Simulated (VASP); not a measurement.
Calculation: PBE GGA, VASP's PBE PAW potentials (set 64) (plane waves; VASP).

A VASP calculation is set up with these files.

### INCAR
```
SYSTEM = SrTiO3
PREC = Accurate
ENCUT = 620
EDIFF = 1E-6
NELM = 100
ALGO = Normal
LREAL = .FALSE.
LASPH = .TRUE.
ISMEAR = 0
SIGMA = 0.05
GGA = PE
LMAXMIX = 4
LWAVE = .FALSE.
LCHARG = .FALSE.
IBRION = 2
ISIF = 3
NSW = 40
EDIFFG = -0.02
PSTRESS = 50
```

**KPOINTS**
```
Automatic mesh
0
Gamma
6 6 6
0 0 0
```

**POSCAR**
```
SrTiO3
1
    3.9394038694     0.0000000000     0.0000000000
    0.0000000000     3.9394038694     0.0000000000
    0.0000000000     0.0000000000     3.9394038694
Sr Ti O
1 1 3
Direct
  0.0000000000   0.0000000000   0.0000000000
  0.5000000000   0.5000000000   0.5000000000
  0.5000000000   0.0000000000   0.5000000000
  0.0000000000   0.5000000000   0.5000000000
  0.5000000000   0.5000000000   0.0000000000
```

POTCAR, in this order: Sr_sv Ti_sv O (PBE.64 set). Program: vasp_std.

Energy and stress use the plane-wave basis of the starting cell.

Problem. What does the run give for the energy per atom (σ→0), volume per atom, band gap (on the k-mesh)?

Solution. 
The energy per atom (σ→0) is -8.017 eV/atom. The band gap (on the k-mesh) is 1.86 eV and the volume per atom comes out as 11.89 Å³/atom.

OSZICAR:
```
...
DAV:   4    -0.400834780518E+02   -0.42072E-04   -0.38743E-02  1360   0.119E+00    0.557E-01
DAV:   5    -0.400848115397E+02   -0.13335E-02   -0.51125E-03  1640   0.655E-01    0.440E-01
DAV:   6    -0.400859261503E+02   -0.11146E-02   -0.19998E-03  1320   0.257E-01    0.220E-01
DAV:   7    -0.400865216703E+02   -0.59552E-03   -0.14023E-03  1568   0.200E-01    0.432E-02
DAV:   8    -0.400865489190E+02   -0.27249E-04   -0.67980E-05  1120   0.567E-02    0.203E-02
DAV:   9    -0.400865569024E+02   -0.79834E-05   -0.32852E-05  1440   0.478E-02    0.369E-03
DAV:  10    -0.400865571896E+02   -0.28720E-06   -0.38631E-06   880   0.129E-02
   3 F= -.38230598E+02 E0= -.38230598E+02  d E =-.267521E-01
```

The compound is SrTiO3 in the cubic perovskite structure, the ideal cubic form; the compound distorts at low or room temperature. This run relaxes it under an external pressure of 5 GPa. Symmetry was kept, so distortions that lower it aren't found.
